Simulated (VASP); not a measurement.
Here is the system:

```
Pb
1.0
   -1.97826     1.97826     1.97826
    1.97826    -1.97826     1.97826
    1.97826     1.97826    -1.97826
Pb
1
Cartesian
  0.00000   0.00000   0.00000
```

Calculation: r2SCAN meta-GGA, VASP's PBE PAW potentials (set 64) (plane waves; VASP). Run with 400 eV cut-off, 15×15×15 Γ-centred mesh, tetrahedra with Blöchl corrections, potentials Pb_d.

Question: The job: Pb (relaxed from the bcc structure, space group Im-3m), 1 atom, r2SCAN, static run, 400 eV, 15×15×15 Γ-centred mesh. Roughly how much core time does it take on a busy server core?

Answer: About 2 core-minutes (one run on a shared machine, a rough figure). It had 120 irreducible k-points, 11 bands, up to 579 plane waves and 20 electronic steps.

The structure was generated: Pb was put into the bcc type (Im-3m), which need not be its known phase. It was relaxed first.
